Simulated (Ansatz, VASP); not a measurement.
LaMg6Ti in VASP and in Ansatz

Contents of run.py:

```python
from ase.calculators.vasp import Vasp
from ase.dft.bandgap import bandgap
from ase.spacegroup import crystal

atoms = crystal(
    ['La', 'Ti', 'Mg', 'Mg', 'Mg', 'Mg'],
    basis=[[0.5, 0.5, 0.169913], [0.0, 0.5, 0.337511], [0.5, 0.5, 0.663951], [0.5, 0.761483, 0.916521], [0.0, 0.5, 0.834474], [0.0, 0.758238, 0.080555]],
    spacegroup=38,
    setting=1,
    cellpar=[5.168986, 6.628881, 11.444984, 90.0, 90.0, 90.0],
    primitive_cell=True,
)
calc = Vasp(
    directory='calc',
    xc='pbe',
    pp='PBE',
    setups={'base': 'minimal', 'Mg': '_GW', 'La': '_GW', 'Ti': '_sv_GW'},
    prec='Accurate',
    encut=550,
    ediff=1e-06,
    ismear=0,
    sigma=0.1,
    lreal=False,
    lasph=True,
    nelm=80,
    algo='Normal',
    isif=2,
    lwave=False,
    lcharg=True,
    lelf=True,
    lvhar=True,
    kpts=[5, 5, 5],
    gamma=True,
)
atoms.calc = calc

print('energy (eV):', atoms.get_potential_energy())
print('free energy (eV):', atoms.get_potential_energy(force_consistent=True))
print('forces (eV/A):')
print(atoms.get_forces())
print('stress (eV/A^3, Voigt):', atoms.get_stress())
print('Fermi level (eV):', calc.get_fermi_level())
gap, top, bottom = bandgap(calc)
print('band gap (eV):', gap, 'from (spin, k, band)', top, 'to', bottom)
```

File input.yaml:

```yaml
crystal:
  lattice:
    - [0.0, 3.3144405, -5.722492]
    - [0.0, 3.3144405, 5.722492]
    - [5.168986, 0.0, 0.0]
  atoms:
    - { symbol: Mg, position: [0.836049, 0.163951, 0.5] }
    - { symbol: Mg, position: [0.844962, 0.678004, 0.5] }
    - { symbol: Mg, position: [0.321996, 0.155038, 0.5] }
    - { symbol: Mg, position: [0.665526, 0.334474, 0.0] }
    - { symbol: La, position: [0.330087, 0.669913, 0.5] }
    - { symbol: Ti, position: [0.162489, 0.837511, 0.0] }
    - { symbol: Mg, position: [0.677683, 0.838793, 0.0] }
    - { symbol: Mg, position: [0.161207, 0.322317, 0.0] }
hamiltonian:
  xc: pbe
  pseudopotentials: { kind: paw }
kpoints:
  mp_grid: { grid: [5, 5, 5] }
scf:
  occupations: { method: gaussian, width: 0.1 }
output:
  forces: true
  stress: true
  eigenvalues: true
  write_density: true
  write_potential: true
  elf: true
  volumetric_format: npy
```

The cell comes from a database or a generator and needn't be the stable form of this composition.

Alike in both runs: task single point; functional PBE; k mesh 5 × 5 × 5; occupations gaussian, width 0.1 eV; no spin polarisation.

|  | VASP | Ansatz |
| --- | --- | --- |
| version | VASP 6.6.1 | Ansatz 0.2.0 |
| potentials or method | VASP PAW PBE potentials, release 64 (Mg_GW, La_GW, Ti_sv_GW) | Ansatz PAW |
| plane-wave cutoff (eV) | 550 | 420 |
| valence electrons in the cell | 35 | 83 |

Ansatz gave:

| Item | Value |
| --- | --- |
| gap on the k mesh at the Fermi level (eV) | none |
| pressure (GPa) | -0.4 |
| largest component of the traceless stress (GPa) | 0.10 |
| rms of the force components (eV/Å) | 0.066 |

What did VASP give for the same quantities?

gap on the k mesh at the Fermi level (eV): none; pressure (GPa): -0.6; largest component of the traceless stress (GPa): 0.10; rms of the force components (eV/Å): 0.066.

Atom by atom the forces differ by 0.001 eV/Å (rms over components). A gap of «none» marks a metal or a gap that the smearing closes. The functional is the same, so the differences come from potentials, cutoffs and numerics. The two sets of potentials don't hold the same shells in valence.

The runs have no spin-orbit coupling, so splittings on La are missing.
